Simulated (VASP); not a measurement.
Here is the system:

```
CELL_PARAMETERS angstrom
      3.83074     0.00000     0.00000
      0.00000     3.83074     0.00000
      0.00000     0.00000     4.68213
ATOMIC_POSITIONS crystal
  Sn 0.50000 0.00000 0.75231
  Sn 0.00000 0.50000 0.24769
  O  0.50000 0.50000 0.00000
  O  0.00000 0.00000 0.00000
```

All values below come from revTPSS meta-GGA, VASP's PBE PAW potentials (set 64) (plane waves; VASP 6.6.1). Numerical set-up: 520 eV cut-off, 7×7×5 Γ-centred mesh, tetrahedra with Blöchl corrections, potentials Sn_d O.

The cores are frozen, which limits the accuracy of field gradients. Without a dispersion term in the relaxation, distances and binding between the weakly bound layers, chains or molecules are unreliable, and so is what depends on them.

Q: Give the principal components of the electric field gradient (V/Å²) and the asymmetry η at each nucleus.

A: 
```
atom   Vxx   Vyy     Vzz     η
----  ----  ----  ------  ----
Sn1   85.1  85.1  -170.1  0.00
Sn2   85.1  85.1  -170.1  0.00
O3    -0.8  -0.8     1.6  0.00
O4    -0.8  -0.8     1.6  0.00
```

The compound is SnO in the litharge structure. It was relaxed first.
